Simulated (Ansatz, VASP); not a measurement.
## NaF (Villiaumite) in two plane-wave programs

Aim: how closely do two programs agree when they are given the same cell, functional and k mesh? The cell is taken from a series of runs on this material, whose earlier steps may have relaxed, scaled, displaced or heated it; both programs get it as it stands.

Method: plane waves, with VASP 6.6.1 beside it; relaxation of cell and atoms at PBE and zone-centre phonons at PBE, in Ansatz 0.2.0.

### Step 1. The starting structure

It takes space group Fm-3m (No. 225, cubic). The conventional cell has a = 4.701 Å, b = 4.701 Å, c = 4.701 Å, α = 90.00°, β = 90.00°, γ = 90.00°. Nearest to Na lie 6 F at 2.35 Å. F has 6 Na at 2.35 Å nearest. Farther neighbours and most contacts between anions are not listed.

Coordinates:

```xyz
2
Lattice="0.0000 2.3505 2.3505 2.3505 0.0000 2.3505 2.3505 2.3505 0.0000" Properties=species:S:1:pos:R:3 pbc="T T T"
Na    0.0000    0.0000    0.0000
F     2.3505    2.3505    2.3505
```

### Step 2. VASP: relaxation of cell and atoms, PBE

The relaxed volume is the usual yardstick between codes: in a stiff, nearly cubic crystal its relative difference is about their pressure difference at one cell divided by the bulk modulus.

Lines of VASP's logs that name or quote its potential files are left out, and so is its time.

Contents of INCAR:

```
SYSTEM = NaF
PREC = Accurate
ENCUT = 600
EDIFF = 1E-07
NELM = 120
ISMEAR = 0
SIGMA = 0.01
LREAL = .FALSE.
ALGO = Normal
GGA = PE
NBANDS = 13
LORBIT = 11
LWAVE = .FALSE.
LCHARG = .FALSE.
ISIF = 3
IBRION = 2
NSW = 80
EDIFFG = -0.005
LASPH = .TRUE.
GGA_COMPAT = .FALSE.
NELMIN = 4
EFERMI = MIDGAP
```

Contents of POSCAR:

```
NaF
1.0
    0.0000000000      2.3505380000      2.3505380000
    2.3505380000      0.0000000000      2.3505380000
    2.3505380000      2.3505380000      0.0000000000
Na F
1 1
Direct
    0.0000000000      0.0000000000      0.0000000000
    0.5000000000      0.5000000000      0.5000000000
```

Contents of KPOINTS:

```
Automatic mesh
0
Gamma
8 8 8
0 0 0
```

PAW data sets: Na_pv and F (PBE family, release 64).

Command:

```sh
$ mpirun -np 1 vasp_std
```

Numbers of over 12 decimals in the logs are rounded to 6 here.

Output:

```text
[banner, memory and clock lines left out]
running    1 mpi-ranks, on    1 nodes
 distrk:  each k-point on    1 cores,    1 groups
 distr:  one band on    1 cores,    1 groups

 POSCAR found type information on POSCAR NaF
 POSCAR found :  2 types and       2 ions
 LDA part: xc-table for (Slater+PW92), standard interpolation
 POSCAR, INCAR and KPOINTS ok, starting setup
 FFT: planning ... GRIDC
 FFT: planning ... GRID_SOFT
 FFT: planning ... GRID
 WAVECAR not read
 entering main loop
       N       E                     dE             d eps       ncg     rms          rms(c)
DAV:   1     0.121136437985E+03    0.12114E+03   -0.85735E+03   759   0.144E+03
DAV:   2    -0.255713712116E+01   -0.12369E+03   -0.11354E+03   809   0.367E+02
DAV:   3    -0.941146674606E+01   -0.68543E+01   -0.68311E+01   904   0.823E+01
DAV:   4    -0.947333989933E+01   -0.61873E-01   -0.61869E-01   849   0.822E+00
DAV:   5    -0.947394863325E+01   -0.60873E-03   -0.60873E-03   914   0.852E-01    0.542E+00
DAV:   6    -0.858124689772E+01    0.89270E+00   -0.33537E+00   892   0.157E+01    0.188E+00
DAV:   7    -0.856928199133E+01    0.11965E-01   -0.29506E-02   754   0.220E+00    0.106E+00
DAV:   8    -0.857053734809E+01   -0.12554E-02   -0.31552E-02   769   0.393E+00    0.148E-01
DAV:   9    -0.857136472519E+01   -0.82738E-03   -0.45914E-03   899   0.648E-01    0.131E-01
DAV:  10    -0.857122476416E+01    0.13996E-03   -0.86638E-04   789   0.326E-01    0.118E-02
DAV:  11    -0.857122356198E+01    0.12022E-05   -0.29111E-05   869   0.948E-02    0.357E-03
DAV:  12    -0.857122396287E+01   -0.40089E-06   -0.15714E-06   829   0.189E-02    0.211E-03
DAV:  13    -0.857122362332E+01    0.33956E-06   -0.46944E-07   789   0.661E-03    0.669E-04
DAV:  14    -0.857122358678E+01    0.36537E-07   -0.32026E-08   507   0.279E-03
   1 F= -.85712236E+01 E0= -.85712236E+01  d E =-.857122E+01
 curvature:   0.00 expect dE= 0.000E+00 dE for cont linesearch  0.000E+00
 trial: gam= 0.00000 g(F)=  0.224E-59 g(S)=  0.974E-04 ort = 0.000E+00 (trialstep = 0.100E+01)
 search vector abs. value=  0.974E-04
 bond charge predicted
       N       E                     dE             d eps       ncg     rms          rms(c)
DAV:   1    -0.857222582036E+01   -0.10022E-02   -0.16303E-02   909   0.194E+00    0.241E-01
DAV:   2    -0.857138053232E+01    0.84529E-03   -0.31271E-03   945   0.559E-01    0.646E-02
DAV:   3    -0.857131907159E+01    0.61461E-04   -0.13036E-04   854   0.244E-01    0.337E-02
DAV:   4    -0.857129700979E+01    0.22062E-04   -0.17972E-05   889   0.143E-01    0.563E-03
DAV:   5    -0.857129668078E+01    0.32901E-06   -0.28935E-06   927   0.253E-02    0.146E-03
DAV:   6    -0.857129656407E+01    0.11671E-06   -0.40745E-07   729   0.114E-02    0.608E-04
DAV:   7    -0.857129654667E+01    0.17401E-07   -0.18284E-08   392   0.182E-03
   2 F= -.85712965E+01 E0= -.85712965E+01  d E =-.729599E-04
 trial-energy change:   -0.000073  1 .order   -0.000071   -0.000097   -0.000044
 step:   1.5897(harm=  1.8259)  dis= 0.00000  next Energy=    -8.571310 (dE=-0.864E-04)
 bond charge predicted
       N       E                     dE             d eps       ncg     rms          rms(c)
DAV:   1    -0.857163893169E+01   -0.34237E-03   -0.56757E-03   909   0.115E+00    0.142E-01
DAV:   2    -0.857134524351E+01    0.29369E-03   -0.10851E-03   930   0.330E-01    0.381E-02
DAV:   3    -0.857132289466E+01    0.22349E-04   -0.45424E-05   864   0.144E-01    0.199E-02
DAV:   4    -0.857131569027E+01    0.72044E-05   -0.62452E-06   884   0.843E-02    0.332E-03
DAV:   5    -0.857131574797E+01   -0.57699E-07   -0.10059E-06   874   0.149E-02    0.860E-04
DAV:   6    -0.857131573123E+01    0.16739E-07   -0.14259E-07   573   0.671E-03
   3 F= -.85713157E+01 E0= -.85713157E+01  d E =-.921445E-04
 curvature:  -0.84 expect dE=-0.125E-05 dE for cont linesearch -0.125E-05
 trial: gam=-0.10850 g(F)=  0.688E-59 g(S)=  0.149E-05 ort = 0.121E-04 (trialstep = 0.112E+01)
 search vector abs. value=  0.230E-07
 reached required accuracy - stopping structural energy minimisation
```

From OUTCAR (step 2):

```text
ion  position               nearest neighbor table
   1  0.000  0.000  0.000-
   2  0.500  0.500  0.500-

  LATTYP: Found a face centered cubic cell.
 ALAT       =     4.7010760000

 Subroutine GETGRP returns: Found 48 space group operations
 (whereof 48 operations were pure point group operations)

The static configuration has the point symmetry O_h .

 Found     29 irreducible k-points:

   k-points           NKPTS =     29   k-points in BZ     NKDIM =     29   number of bands    NBANDS=     13

   dimension x,y,z NGX =    28 NGY =   28 NGZ =   28
   dimension x,y,z NGXF=    56 NGYF=   56 NGZF=   56

   ENCUT  =  600.0 eV  44.10 Ry    6.64 a.u.   6.64  6.64  6.64*2*pi/ulx,y,z

   NELECT =      14.0000    total number of electrons

 k-points in reciprocal lattice and weights: Automatic mesh
   0.00000000  0.00000000  0.00000000       0.002
   0.12500000  0.00000000  0.00000000       0.016
   0.25000000  0.00000000  0.00000000       0.016
   0.37500000  0.00000000  0.00000000       0.016
   0.50000000  0.00000000  0.00000000       0.008
   0.12500000  0.12500000  0.00000000       0.012
   0.25000000  0.12500000  0.00000000       0.047
   0.37500000  0.12500000  0.00000000       0.047
   0.50000000  0.12500000  0.00000000       0.047
[...]
-0.37500000  0.50000000  0.12500000       0.023
  -0.25000000  0.50000000  0.25000000       0.012

 average (electrostatic) potential at core
       1 -47.1630       2 -77.5815

 E-fermi :   0.7975

 k-point     1 :       0.0000    0.0000    0.0000
  band No.  band energies     occupation
    ...
      3     -21.3136      2.00000
      4     -21.3136      2.00000
      5      -2.2510      2.00000
      6      -2.2510      2.00000
      7      -2.2510      2.00000
      8       3.8460      0.00000
      9      16.4490      0.00000
     10      16.4490      0.00000
     11      16.4490      0.00000
     12      19.2377      0.00000
    ...

 k-point     2 :       0.1250    0.0000    0.0000
  band No.  band energies     occupation
    ...
      3     -21.3152      2.00000
      4     -21.0413      2.00000
      5      -2.5316      2.00000
      6      -2.2861      2.00000
      7      -2.2861      2.00000
      8       4.3775      0.00000
      9      14.7363      0.00000
     10      16.6702      0.00000
     11      16.6702      0.00000
     12      20.7558      0.00000
    ...

 k-point     3 :       0.2500    0.0000    0.0000
  band No.  band energies     occupation
    ...
      3     -21.3191      2.00000
      4     -20.7755      2.00000
      5      -3.1014      2.00000
      6      -2.3699      2.00000
      7      -2.3699      2.00000
      8       5.6681      0.00000
      9      12.6486      0.00000
     10      17.1451      0.00000
     11      17.1451      0.00000
     12      20.0816      0.00000
    ...

  Total       -0.0045431     -0.0045431     -0.0045431      0.0000000      0.0000000      0.0000000
  in kB       -0.2814238     -0.2814238     -0.2814238      0.0000000      0.0000000      0.0000000
  external PRESSURE =      -0.2814238 kB  Pullay stress =       0.0000000 kB

  energy-cutoff  :      600.00
  volume of cell :       25.86
      direct lattice vectors                 reciprocal lattice vectors
     0.000000000  2.347231448  2.347231448    -0.213016914  0.213016914  0.213016914
     2.347231448  0.000000000  2.347231448     0.213016914 -0.213016914  0.213016914
     2.347231448  2.347231448  0.000000000     0.213016914  0.213016914 -0.213016914

 POSITION                                       TOTAL-FORCE (eV/Angst)
 -----------------------------------------------------------------------------------
      0.00000      0.00000      0.00000         0.000000      0.000000     -0.000000
      2.34723      2.34723      2.34723        -0.000000     -0.000000      0.000000
 -----------------------------------------------------------------------------------
    total drift:                                0.000000      0.000000      0.000000

  FREE ENERGIE OF THE ION-ELECTRON SYSTEM (eV)
  ---------------------------------------------------
  free  energy   TOTEN  =        -8.5713157312 eV

  energy  without entropy=       -8.5713157312  energy(sigma->0) =       -8.57131573

 reached required accuracy - stopping structural energy minimisation

 total charge
# of ion       s       p       d       tot
------------------------------------------
    1        0.047   5.990   0.000   6.037
    2        1.724   4.377   0.000   6.100
--------------------------------------------------
tot          1.771  10.367   0.000  12.137

[... 3 further parts left out ...]
```

### Step 3. Ansatz: relaxation of cell and atoms, PBE

Ansatz runs on its default PAW (the set named soft_2) files.

The same cell, functional and mesh now go to Ansatz, which takes its cutoff from its data sets.

Contents of input.yaml:

```yaml
crystal:
  lattice:
    - [0.0, 2.3505382275, 2.3505382275]
    - [2.3505382275, 0.0, 2.3505382275]
    - [2.3505382275, 2.3505382275, 0.0]
  atoms:
    - { symbol: Na, position: [0.0, 0.0, 0.0] }
    - { symbol: F, position: [0.5, 0.5, 0.5] }
kpoints:
  mp_grid: { grid: [8, 8, 8] }
hamiltonian:
  xc: pbe
scf:
  occupations: { method: fixed }
output:
  forces: true
  stress: true
  eigenvalues: true
relax:
  adjacent_minimum: "off"
  f_tol: 0.001
  max_steps: 60
  cell: { stress_tol: 0.01 }
```

Command:

```sh
$ ansatz run input.yaml --threads 4 --pin off --max-ram 7168MiB --backend cpu --events-out ev --progress --plain --runs-dir out
```

Output:

```text
Engine: ansatz 0.2.0, aarch64-unknown-linux-gnu
Pseudopotentials: kind: paw
Pseudopotential: Na, paw, valence charge 9, recommended cutoff 420 eV (normal), Na.paw.azcp
Pseudopotential: F, paw, valence charge 7, recommended cutoff 420 eV (normal), F.paw.azcp
Functional definition: PBE
  parameter kappa = 0.804
  parameter beta = 0.066725
  exchange = pbe_x(kappa = kappa, mu = beta*pi^2/3)
  correlation = pbe_c(beta = beta)
Crystal: 2 atoms, lattice volume = 25.974 Å³
Basis set: ecut = 420 eV, 531 PW (Γ), exchange–correlation on 48×48×48 points (8 copies of the dense FFT grid, shifted against one another)
Bands: 12, of which v1, the nominal top of the filled ones, is band 8 counted from 1 (7 counted from 0)
Symmetry: 48 space group operations
Space group: Fm-3m (ITA 225), of the structure as read, at distance tolerance 3.0e-5 Å
k-points: 29 of 512
Non-local potential: Na, projectors of the file, l = 0: 3, l = 1: 2, l = 2: 1
Non-local potential: F, projectors of the file, l = 0: 2, l = 1: 2, l = 2: 1
PAW form: soft (Blöchl's): semilocal exchange-correlation on the pseudo side does not see the compensation charge
PAW one-centre angular grid: Na, 110 points (default); XC on 64 Gauss nodes
PAW one-centre angular grid: F, 110 points (default); XC on 64 Gauss nodes
Initial density: superposition of atomic densities (neutral atoms: chi_scale 0, normalization atom), corrected by the library's trained network
Initial wavefunctions: pseudopotential atomic-orbital guess
Functional: x = pbe(κ = 0.804, μ = 0.219515), c = pbe(β = 0.066725)
SCF iter   1: F=—  HF=-2297.431690 eV  |F-HF|=—  |Δ(HF+E_count)|=         —  Δρ=7.34e-4  dr2=9.66e-5  ethr=1.77e-3  ⟨swp⟩=4.8  Hψ=1704  notcnv=0  defer=52
preconditioner: auto → none  [insulator: Δε(μ)=6.084 eV  Ē_g=26.067 eV  n_scr=8 (ndim 8)  ℏωp=27.3 eV  f_vac=0.117  ε∞_Penn≈2.1]
SCF iter   2: F=—  HF=-2297.431291 eV  |F-HF|=—  |Δ(HF+E_count)|=   3.99e-4  Δρ=1.01e-3  dr2=1.52e-4  ethr=6.04e-7  ⟨swp⟩=2.2  Hψ=877  notcnv=0  defer=56
SCF iter   3: F=—  HF=-2297.431263 eV  |F-HF|=—  |Δ(HF+E_count)|=   2.80e-5  Δρ=3.20e-4  dr2=1.30e-5  ethr=6.04e-7  ⟨swp⟩=2.0  Hψ=442  notcnv=0  defer=56
SCF iter   4: F=—  HF=-2297.431279 eV  |F-HF|=—  |Δ(HF+E_count)|=   1.60e-5  Δρ=5.40e-5  dr2=4.95e-7  ethr=8.15e-8  ⟨swp⟩=2.0  Hψ=436  notcnv=0  defer=56
SCF iter   5: F=—  HF=-2297.431279 eV  |F-HF|=—  |Δ(HF+E_count)|=   7.65e-7  Δρ=4.91e-5  dr2=4.54e-7  ethr=3.09e-9  ⟨swp⟩=2.0  Hψ=517  notcnv=0  defer=56
SCF iter   6: F=—  HF=-2297.431279 eV  |F-HF|=—  |Δ(HF+E_count)|=   9.58e-8  Δρ=2.52e-5  dr2=1.20e-7  ethr=2.83e-9  ⟨swp⟩=1.0  Hψ=348  notcnv=0  defer=56
SCF iter   7: F=-2297.431279 eV  HF=-2297.431279 eV  |F-HF|=2.06e-10  |Δ(HF+E_count)|=   3.42e-8  Δρ=1.39e-6  dr2=2.56e-10  ethr=6.25e-10  ⟨swp⟩=7.4  Hψ=1534  notcnv=0
SCF 1 converged in 7 iterations: F = -2297.431279 eV  dr2 = 2.56e-10
  greatest PAW one-centre occupation: 0.999 electrons in one spin orbital (limit 2), on the Na atom at site 0 (counted from 0), in its partial waves of l = 0
relax step   1: F+E_penalty+E_count = -2297.43127926 eV  Δ(F+E_penalty+E_count) = +0.000e0 eV  max|allowed force component| = 1.824e-29 eV/Å  Δτ_max = 0.0000 Å  P = +0.005 GPa  Ω = 25.974 Å³  (7 SCF iters, dr2 threshold 1.00e-7 eV, accepted)
Initial density: handed on by an earlier stage of this run
Initial wavefunctions: pseudopotential atomic-orbital guess (no wavefunctions were taken with the density)
iter 1 solved again at ethr=4.58e-7 eV; its pass at ethr=3.10e-3 eV (dr2=7.32e-5 eV) is discarded
SCF iter   1: F=—  HF=-2297.431295 eV  |F-HF|=—  |Δ(HF+E_count)|=         —  Δρ=1.87e-5  dr2=5.42e-8  ethr=4.58e-7  ⟨swp⟩=2.7  Hψ=2576  notcnv=0  defer=56
eigensolver tolerance schedule: the retry pair's looser diagonalisation over-reported the residual by 1349.79 of it (diagonalisation noise at 0.25 of the residual, at the tolerance the schedule requests for it); recorded, not acted on — ethr = c·dr2/N_el stays at c = 1.0e-1
preconditioner: auto → none  [insulator: Δε(μ)=6.088 eV  Ē_g=26.066 eV  n_scr=8 (ndim 8)  ℏωp=27.3 eV  f_vac=0.121  ε∞_Penn≈2.1]
SCF iter   2: F=—  HF=-2297.431279 eV  |F-HF|=—  |Δ(HF+E_count)|=   1.60e-5  Δρ=2.69e-5  dr2=1.16e-7  ethr=3.39e-10  ⟨swp⟩=2.1  Hψ=582  notcnv=0  defer=44
SCF iter   3: F=—  HF=-2297.431279 eV  |F-HF|=—  |Δ(HF+E_count)|=   3.01e-8  Δρ=1.07e-5  dr2=1.78e-8  ethr=3.39e-10  ⟨swp⟩=2.0  Hψ=421  notcnv=0  defer=44
SCF iter   4: F=—  HF=-2297.431279 eV  |F-HF|=—  |Δ(HF+E_count)|=   3.06e-9  Δρ=6.49e-6  dr2=6.51e-9  ethr=1.11e-10  ⟨swp⟩=1.0  Hψ=348  notcnv=0  defer=44
SCF iter   5: F=—  HF=-2297.431279 eV  |F-HF|=—  |Δ(HF+E_count)|=  6.00e-10  Δρ=4.04e-6  dr2=2.50e-9  ethr=4.07e-11  ⟨swp⟩=1.0  Hψ=348  notcnv=0  defer=44
SCF iter   6: F=—  HF=-2297.431279 eV  |F-HF|=—  |Δ(HF+E_count)|=  2.73e-12  Δρ=3.16e-6  dr2=1.53e-9  ethr=1.56e-11  ⟨swp⟩=1.0  Hψ=348  notcnv=0  defer=44
SCF iter   7: F=—  HF=-2297.431279 eV  |F-HF|=—  |Δ(HF+E_count)|=  2.73e-11  Δρ=1.63e-6  dr2=4.13e-10  ethr=9.59e-12  ⟨swp⟩=1.1  Hψ=368  notcnv=0  defer=44
SCF iter   8: F=—  HF=-2297.431279 eV  |F-HF|=—  |Δ(HF+E_count)|=  1.09e-11  Δρ=6.19e-7  dr2=5.90e-11  ethr=2.58e-12  ⟨swp⟩=2.0  Hψ=523  notcnv=0  defer=44
SCF iter   9: F=—  HF=-2297.431279 eV  |F-HF|=—  |Δ(HF+E_count)|=  3.18e-12  Δρ=2.65e-7  dr2=1.08e-11  ethr=3.69e-13 (applied; sched 1.00e-12)  ⟨swp⟩=2.0  Hψ=514  notcnv=0  defer=44
SCF iter  10: F=-2297.431279 eV  HF=-2297.431279 eV  |F-HF|=0.00e0  |Δ(HF+E_count)|=    0.00e0  Δρ=1.27e-9  dr2=2.18e-16  ethr=1.00e-12  ⟨swp⟩=5.6  Hψ=1910  notcnv=0
SCF 2 converged in 10 iterations: F = -2297.431279 eV  dr2 = 2.18e-16
relax step   2: F+E_penalty+E_count = -2297.43127927 eV  Δ(F+E_penalty+E_count) = -1.802e-9 eV  max|allowed force component| = 1.810e-29 eV/Å  Δτ_max = 0.0000 Å  P = +0.005 GPa  Ω = 25.974 Å³  stress off target by 4.91e-3 GPa  SCF on the basis re-selected at this cell (its energy is not comparable with the rows above)  (10 SCF iters)
basis re-selected at this cell: Δ(F+E_penalty+E_count) = -1.802e-9 eV, ΔP = -0.000 GPa vs the last step (what re-selecting the basis moved, of the pressure what is left beyond the Pulay correction that the steps carried, after the strain that the cell walked since its last selection, with what the two solves' SCF thresholds leave and, on support functions, any second-order correction that the steps lacked; it is no m [...]
SCF converged after 10 iterations
Free energy (F): -2297.431279 eV
Harris-Foulkes:  -2297.431279 eV  (|F-HF|=0.00e0)
Internal energy: -2297.431279 eV  (E = F + TS)
E sigma→0 (E₀):  -2297.431279 eV
Fermi energy:    0.708253 eV
--- Per-component energies (eV) ---
  E_band       = -239.138226
  E_kinetic    = 328.790465
  E_local      = -1719.200771  (includes V_loc(G=0)·N_el)
  E_nonlocal   = 188.593127
  E_hartree    = 611.176533
  E_xc         = -120.077380
  E_vxc        = -154.012003  (∫ρ·V_xc dr)
  E_paw        = -463.588211  (= ΣΔE_a)
  E_vpaw       = -105.664213  (= ΣTr[D̂ρ^β])
  E_aug_tail   = 0.002104  (compensation charges beyond the density's cutoff)
  E_ewald      = -1123.127146
  E_smearing   = -0.000000  (= −TS)
  E_closure    = -0.000000  (closes the sum)
  Σ components = -2297.431279   (vs F -2297.431279, Δ=0.00e0)
--- Forces (eV/Å), atoms counted from 1 ---
  atom   1  Na    -0.00000000     0.00000000     0.00000000
  atom   2  F      0.00000000     0.00000000     0.00000000
  max |Σ_I F_I| component: 3.53e-29 eV/Å
--- Stress (GPa, compression-positive) ---
        0.004912       0.000000      -0.000000
        0.000000       0.004912       0.000000
       -0.000000       0.000000       0.004912
  P = ⅓ Tr σ = 0.0049 GPa (0.049 kbar)
--- Band table (eV; the first three rows and the last of 29) ---
  k-point 0: bands = [... 4 lower, -18.3663, 0.7083, 0.7083, 0.7083, 6.7960, 19.3867, 19.3867, 19.3867]
  k-point 1: bands = [... 4 lower, -18.0829, 0.4311, 0.6737, 0.6737, 7.3246, 17.6741, 19.6051, 19.6051]
  k-point 2: bands = [... 4 lower, -17.8205, -0.1334, 0.5912, 0.5912, 8.6097, 15.5864, 20.0721, 20.0721]
  k-point 28: bands = [... 4 lower, -17.8398, -0.1155, -0.1155, 0.1749, 13.6485, 13.6485, 15.4518, 17.0933]
--- Relaxed structure (1 steps of the walk, 1 accepted, 1 SCFs on fresh bases) ---
  F+E_penalty+E_count = -2297.43127927 eV   max|allowed force component| = 1.810e-29 eV/Å   (the final SCF, on the basis selected at the relaxed cell)
  cell:  # Å, volume = 25.9736 Å³
    - [0.0, 2.3505382275, 2.3505382275]
    - [2.3505382275, 0.0, 2.3505382275]
    - [2.3505382275, 2.3505382275, 0.0]
  atoms:
    - { symbol: Na, position: [0.0, 0.0, 0.0] }
    - { symbol: F, position: [0.5, 0.5, 0.5] }
```

Reading the cycles: dr2 is the Hartree energy of the density residual (eV), the measure of convergence; HF is the Harris–Foulkes estimate of the energy, which meets the free energy F at convergence.

### Step 4. Side by side

Known differences besides the potentials themselves: fixed occupations in Ansatz, narrow Gaussian smearing in VASP; the data sets hold 16 valence electrons in Ansatz (on its default PAW (the set named soft_2) files) and 14 in VASP; the cutoff is 420 eV in Ansatz and 600 eV in VASP; Ansatz adds a Pulay correction to the stress that steers its cell, VASP none. Total energies have different zeros and are not compared.

The two programs side by side:

```tsv
quantity	Ansatz	VASP	difference
volume (Å³)	25.97	25.86	+0.42 %
edge a after relaxation, in the typed setting (Å)	3.324	3.320	+0.14 %
```

[end of part 1 of 2]

[Lines on the potential files, build, host, timing and source positions are cut from VASP's logs without a mark.]

[Logs are printed without paths, hosts, clocks, repeated set-up lines and the standing remarks that a program may print on its own settings, such as how far it seeks lower states.]

[Hosts, paths, dates, database ids (printed as entryN), source tags and the programs' standing remarks are cut or masked in the printed files.]
